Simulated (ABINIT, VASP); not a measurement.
VASP ran on this input.

File KPOINTS:
```
Automatic mesh
0
Gamma
8 8 8
0 0 0
```

INCAR:
```
LREAL = F
ISMEAR = -1
ISIF = 2   ! forces and stress, cell fixed
NELM = 100   ! most electronic steps
ALGO = Normal
GGA = PS   ! PBEsol
PREC = Accurate
LMAXMIX = 6   ! l cut-off of mixed one-centre charges
LCHARG = F
LWAVE = F
LASPH = T   ! aspherical one-centre terms
SIGMA = 0.05   ! width (eV)
EDIFF = 1E-6   ! SCF stop (eV)
SYSTEM = LuN
ENCUT = 400   ! plane-wave cut-off (eV)
```

POSCAR:
```
LuN
4.7815820
  0.0000000000   0.5000000000   0.5000000000
  0.5000000000   0.0000000000   0.5000000000
  0.5000000000   0.5000000000   0.0000000000
Lu N
1 1
Cart
  0.0000000000   0.0000000000   0.0000000000
  0.5000000000   0.5000000000   0.5000000000
```

POTCAR, in this order: Lu_3 N (PBE.64 set). Program: vasp_std.

Translate it to ABINIT.

One input that does it (PBEsol, PAW (JTH v2.0 PBE PAW, files made for PBE)):
```
# LuN, JTH v2.0 PBE PAW
pp_dirpath "./"
pseudos "Lu.GGA_PBE-JTH.xml, N.GGA_PBE-JTH.xml"
acell 3*1.0
rprim
         0.0000000000    4.5179402112    4.5179402112
         4.5179402112   -0.0000000000    4.5179402112
         4.5179402112    4.5179402112   -0.0000000000
natom 2
ntypat 2
znucl 71 7
typat 1 2
xcart
         0.0000000000    0.0000000000    0.0000000000
         2.3907910000    2.3907910000    2.3907910000
      Angstrom
ecut 26 Ha
pawecutdg 52 Ha
pawxcdev 0
ixc -116133
occopt 3
tsmear 0.00183747
nband 21
kptopt 1
ngkpt 8 8 8
nshiftk 1
shiftk 0 0 0
nstep 60
tolvrs 1.0e-10
prtwf 0
prtden 0
enunit 1
```
Both inputs were run and reached self-consistency, which says nothing on mesh or cut-off. Potentials, basis and cut-offs are each code's own, so they don't translate, and total energies aren't comparable.

The structure comes from a computed database's LuN entry (Fm-3m); how it stands against other phases isn't given here. The cell was not relaxed at this level, and it may have been scaled.
